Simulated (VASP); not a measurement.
Wanted: the native input for a VASP 6.6.1 run.

| Property | Result |
| --- | --- |
| Task | relaxation of cell and atoms |
| Functional | LDA |
| Potentials or basis | VASP PAW LDA potentials, release 64 (Ge_d) |
| Cutoff | 520 eV |
| k mesh | 10 × 10 × 10 |
| Occupations | gaussian, width 0.02 eV |
| Spin | no spin polarisation |
| Further INCAR settings | ALGO = Normal; EDIFF = 1e-07; IBRION = 2; EDIFFG = -0.002; NSW = 80; ISIF = 3 |

The structure of Ge lies in POSCAR:

```
Ge
1.0
    0.0000000000      2.8289100000      2.8289100000
    2.8289100000      0.0000000000      2.8289100000
    2.8289100000      2.8289100000      0.0000000000
Ge
2
Direct
    0.0000000000      0.0000000000      0.0000000000
    0.2500000000      0.2500000000      0.2500000000
```

One way to write it, as run:

INCAR

```
  PREC = Accurate
  ENCUT = 520
  EDIFF = 1E-7
  ISMEAR = 0
  SIGMA = 0.02
  LREAL = F
  LASPH = T
  NELM = 100
  ALGO = Normal
  ISIF = 3
  LWAVE = F
  LCHARG = F
  GGA = CA
  IBRION = 2
  NSW = 80
  EDIFFG = -0.002
```

KPOINTS

```
Automatic mesh
0
Gamma
  10 10 10
```

Potentials or basis: VASP PAW LDA potentials, release 64 (Ge_d).

Run with:

```sh
$ cat potpaw_LDA.64/Ge_d/POTCAR > POTCAR
$ mpirun -np 1 vasp_std > vasp.out
```

Results of the run:

```
Relaxed volume                         : 22.25 Å³/atom
Relaxed cell                           : a = 3.978 Å, b = 3.978 Å, c = 3.978 Å, α = 60.00°, β = 60.00°, γ = 60.00°
Space group after relaxing (to 0.05 Å) : Fd-3m (No. 227)
Energy gained by relaxing              : 1.5 meV/atom
Ionic steps                            : 15
Pressure after relaxing                : 0.0 GPa
Band gap on the k mesh                 : 0.01 eV, direct
```

Wall time 2.6 min on 1 thread of Intel(R) Xeon(R) Platinum 8259CL CPU @ 2.50GHz (Skylake/Cascade Lake), with other jobs on the host, peak memory 0.16 GiB.
